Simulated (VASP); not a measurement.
All values below come from LDA (Ceperley-Alder, Perdew-Zunger), VASP's LDA PAW potentials (set 64) (plane waves; VASP).

The input files of a VASP run:

File POSCAR:
```
Al3Sc
1
    4.1117327443     0.0000000000     0.0000000000
    0.0000000000     4.1117327443     0.0000000000
    0.0000000000     0.0000000000     4.1117327443
Sc Al
1 3
Direct
  0.0000000000   0.0000000000   0.0000000000
  0.0000000000   0.5000000000   0.5000000000
  0.5000000000   0.0000000000   0.5000000000
  0.5000000000   0.5000000000   0.0000000000
```

### INCAR
```
ALGO=Normal
EDIFF=1E-7
ENCUT=520
ISIF=2
ISMEAR=1
LASPH=T
LCHARG=F
LMAXMIX=4
LREAL=F
LWAVE=F
NELM=100
PREC=Accurate
SIGMA=0.1
SYSTEM=Al3Sc
```

KPOINTS:
```
Automatic mesh
0
Gamma
8 8 8
0 0 0
```

POTCAR, in this order: Sc_sv Al (LDA.64 set). Program: vasp_std.

Output

OUTCAR:
```
 ion  position               nearest neighbor table
   1  0.000  0.000  0.000-   2 2.91   3 2.91   4 2.91   2 2.91   3 2.91   2 2.91   4 2.91   2 2.91
                             3 2.91   4 2.91   3 2.91   4 2.91
   2  0.000  0.500  0.500-   1 2.91   3 2.91   4 2.91   1 2.91   4 2.91   1 2.91   3 2.91   1 2.91
                             3 2.91   4 2.91   4 2.91   3 2.91
   3  0.500  0.000  0.500-   1 2.91   2 2.91   4 2.91   1 2.91   4 2.91   2 2.91   4 2.91   4 2.91
                             1 2.91   2 2.91   1 2.91   2 2.91
   4  0.500  0.500  0.000-   1 2.91   2 2.91   3 2.91   2 2.91   3 2.91   1 2.91   3 2.91   3 2.91
                             1 2.91   2 2.91   2 2.91   1 2.91
  LATTYP: Found a simple cubic cell.
 ALAT       =     4.1117327443
 Subroutine PRICEL returns:
 Original cell was already a primitive cell.
 Subroutine GETGRP returns: Found 48 space group operations
The static configuration has the point symmetry O_h .
The dynamic configuration has the point symmetry O_h .
 Subroutine INISYM returns: Found 48 space group operations
 Subroutine IBZKPT returns following result:
 Found     35 irreducible k-points:

 Following reciprocal coordinates:
            Coordinates               Weight
  0.000000  0.000000  0.000000      1.000000
  0.125000  0.000000  0.000000      6.000000
  0.250000  0.000000  0.000000      6.000000
...
```

File OSZICAR:
```
       N       E                     dE             d eps       ncg     rms          rms(c)
DAV:   1     0.118963238316E+03    0.11896E+03   -0.84131E+03   980   0.131E+03
DAV:   2    -0.133310476582E+02   -0.13229E+03   -0.13051E+03  1008   0.378E+02
DAV:   3    -0.221003865686E+02   -0.87693E+01   -0.82146E+01  1582   0.774E+01
DAV:   4    -0.222633724012E+02   -0.16299E+00   -0.16177E+00  1488   0.969E+00
DAV:   5    -0.222656922652E+02   -0.23199E-02   -0.23186E-02  1320   0.114E+00    0.875E+00
DAV:   6    -0.213188858377E+02    0.94681E+00   -0.50122E+00  1638   0.276E+01    0.303E+00
DAV:   7    -0.212579421022E+02    0.60944E-01   -0.13169E-01  1460   0.364E+00    0.185E+00
DAV:   8    -0.212279429983E+02    0.29999E-01   -0.54035E-02  1598   0.221E+00    0.265E-01
DAV:   9    -0.212278442052E+02    0.98793E-04   -0.94091E-03  1542   0.138E+00    0.211E-01
DAV:  10    -0.212273948939E+02    0.44931E-03   -0.16097E-03  1610   0.523E-01    0.670E-02
DAV:  11    -0.212273891351E+02    0.57588E-05   -0.43006E-05  1180   0.477E-02    0.327E-02
DAV:  12    -0.212273717876E+02    0.17348E-04   -0.10654E-04  1650   0.136E-01    0.343E-03
DAV:  13    -0.212273719090E+02   -0.12147E-06   -0.15049E-06  1502   0.136E-02    0.271E-03
DAV:  14    -0.212273718421E+02    0.66951E-07   -0.22661E-07  1036   0.630E-03
   1 F= -.21227372E+02 E0= -.21226615E+02  d E =-.227163E-02
```

File OUTCAR:
```
------------------------ aborting loop because EDIFF is reached ----------------------------------------
  FORCE on cell =-STRESS in cart. coord.  units (eV):
  Direction    XX          YY          ZZ          XY          YZ          ZX
  --------------------------------------------------------------------------------------
  Total       -2.1205262     -2.1205262     -2.1205262     -0.0000000      0.0000000     -0.0000000
  in kB      -48.8741920    -48.8741920    -48.8741920     -0.0000000      0.0000000     -0.0000000
  external PRESSURE =     -48.8741920 kB  Pullay stress =       0.0000000 kB
  volume of cell :       69.51
      direct lattice vectors                 reciprocal lattice vectors
     4.111732744  0.000000000  0.000000000     0.243206468  0.000000000  0.000000000
     0.000000000  4.111732744  0.000000000     0.000000000  0.243206468  0.000000000
     0.000000000  0.000000000  4.111732744     0.000000000  0.000000000  0.243206468
 POSITION                                       TOTAL-FORCE (eV/Angst)
 -----------------------------------------------------------------------------------
      0.00000      0.00000      0.00000         0.000000      0.000000      0.000000
      0.00000      2.05587      2.05587         0.000000      0.000000      0.000000
      2.05587      0.00000      2.05587         0.000000      0.000000      0.000000
      2.05587      2.05587      0.00000         0.000000      0.000000      0.000000
 -----------------------------------------------------------------------------------
    total drift:                                0.000000      0.000000      0.000000
  FREE ENERGIE OF THE ION-ELECTRON SYSTEM (eV)
  ---------------------------------------------------
  free  energy   TOTEN  =       -21.2273718421 eV

  energy  without entropy=      -21.2251002136  energy(sigma->0) =      -21.22661463
```
(Selected blocks of OUTCAR.)

The compound is Al3Sc in the L1_2 structure. This cell is one point of a volume scan, at 1.06 of the reference volume.
